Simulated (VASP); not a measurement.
An input for Quantum ESPRESSO's pw.x (written as the equivalent of a VASP run, and not itself run):

```
&CONTROL
  calculation = 'scf'
  pseudo_dir = './pseudo'
  outdir = './out'
  tprnfor = .true.
  tstress = .true.
/
&SYSTEM
  ibrav = 0
  nat = 24
  ntyp = 2
  ecutwfc = 102
  occupations = 'smearing'
  smearing = 'gaussian'
  degauss = 0.000735
  input_dft = 'pz'
/
&ELECTRONS
  conv_thr = 7.3e-08
  electron_maxstep = 100
/
ATOMIC_SPECIES
  Cd 112.414 Cd.upf
  I 126.904 I.upf
CELL_PARAMETERS angstrom
     4.2422980    0.0000000    0.0000000
    -2.1211490    3.6739390    0.0000000
     0.0000000    0.0000000   57.6523040
ATOMIC_POSITIONS crystal
  Cd   0.0000000  0.0000000  0.5000000
  Cd   0.0000000  0.0000000  0.7500000
  Cd   0.0000000  0.0000000  0.2500000
  Cd   0.3333330  0.6666670  0.3750000
  Cd   0.6666670  0.3333330  0.6250000
  Cd   0.0000000  0.0000000  0.0000000
  Cd   0.3333330  0.6666670  0.1250000
  Cd   0.6666670  0.3333330  0.8750000
  I    0.0000000  0.0000000  0.5954000
  I    0.0000000  0.0000000  0.4046000
  I    0.6666670  0.3333330  0.9705000
  I    0.3333330  0.6666670  0.0295000
  I    0.6666670  0.3333330  0.3454000
  I    0.3333330  0.6666670  0.6546000
  I    0.0000000  0.0000000  0.1546000
  I    0.0000000  0.0000000  0.8454000
  I    0.3333330  0.6666670  0.7795000
  I    0.6666670  0.3333330  0.2205000
  I    0.3333330  0.6666670  0.5295000
  I    0.6666670  0.3333330  0.4705000
  I    0.3333330  0.6666670  0.9046000
  I    0.6666670  0.3333330  0.0954000
  I    0.6666670  0.3333330  0.7205000
  I    0.3333330  0.6666670  0.2795000
K_POINTS automatic
  3 3 1 0 0 0
```

Task: Write the VASP files for the same calculation (LDA).

Result: Several could match; the one computed here: 
### KPOINTS
```
Automatic
0
gamma
3 3 1
0 0 0
```

**POSCAR**
```
CdI2
1
    4.2422980000     0.0000000000     0.0000000000
   -2.1211490000     3.6739390000     0.0000000000
    0.0000000000     0.0000000000    57.6523040000
Cd I
8 16
Direct
  0.0000000000   0.0000000000   0.5000000000
  0.0000000000   0.0000000000   0.7500000000
  0.0000000000   0.0000000000   0.2500000000
  0.3333330000   0.6666670000   0.3750000000
  0.6666670000   0.3333330000   0.6250000000
  0.0000000000   0.0000000000   0.0000000000
  0.3333330000   0.6666670000   0.1250000000
  0.6666670000   0.3333330000   0.8750000000
  0.0000000000   0.0000000000   0.5954000000
  0.0000000000   0.0000000000   0.4046000000
  0.6666670000   0.3333330000   0.9705000000
  0.3333330000   0.6666670000   0.0295000000
  0.6666670000   0.3333330000   0.3454000000
  0.3333330000   0.6666670000   0.6546000000
  0.0000000000   0.0000000000   0.1546000000
  0.0000000000   0.0000000000   0.8454000000
  0.3333330000   0.6666670000   0.7795000000
  0.6666670000   0.3333330000   0.2205000000
  0.3333330000   0.6666670000   0.5295000000
  0.6666670000   0.3333330000   0.4705000000
  0.3333330000   0.6666670000   0.9046000000
  0.6666670000   0.3333330000   0.0954000000
  0.6666670000   0.3333330000   0.7205000000
  0.3333330000   0.6666670000   0.2795000000
```

### INCAR
```
! general
SYSTEM   =  CdI2
PREC     =  Accurate
ENCUT    =  300   ! plane-wave cut-off (eV)
LREAL    =  Auto
LASPH    =  .TRUE.

! electronic loop
EDIFF    =  1E-6   ! SCF stop (eV)
NELM     =  100   ! most electronic steps
ALGO     =  Normal
LMAXMIX  =  4

! smearing
ISMEAR   =  0   ! Gaussian
SIGMA    =  0.01   ! width (eV)

! ions
ISIF     =  2

! output
LWAVE    =  .FALSE.
LCHARG   =  .FALSE.
```

POTCAR, in this order: Cd I (LDA.64 set). Program: vasp_std.

Limits of the translation: the potentials are each code's own (VASP's PAW set, PseudoDojo norm-conserving files in pw.x), so ENCUT and ecutwfc are chosen apart and not converted; conv_thr bounds pw.x's estimated SCF error, while EDIFF bounds the energy change between steps.

The structure comes from a computed database's CdI2 entry; how it stands against other phases isn't given here. The cell was not relaxed at this level. The k-mesh is coarse (spacing up to 0.57 per Å, 2π included), so the numbers may not be converged in it.
